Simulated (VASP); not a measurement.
Given:

```
CELL_PARAMETERS angstrom
      0.00000     1.81321     1.81321
      1.81321     0.00000     1.81321
      1.81321     1.81321     0.00000
ATOMIC_POSITIONS crystal
  C  0.00000 0.00000 0.00000
  C  0.25000 0.25000 0.25000
```

Calculation: PBEsol GGA, VASP's PBE PAW potentials (set 64) (plane waves; VASP 6.6.1). Run with 520 eV cut-off, 13×13×13 Γ-centred mesh, Gaussian smearing of 0.050 eV, potentials C.

Problem. Give the stress tensor in GPa (positive for a compressed cell).

Solution. 
```
-23.59    0.00    0.00
  0.00  -23.59    0.00
  0.00    0.00  -23.59
```
The pressure is its mean diagonal, -23.59 GPa.

The compound is C in the diamond structure. This cell is one point of a volume scan, at 1.06 of the reference volume.
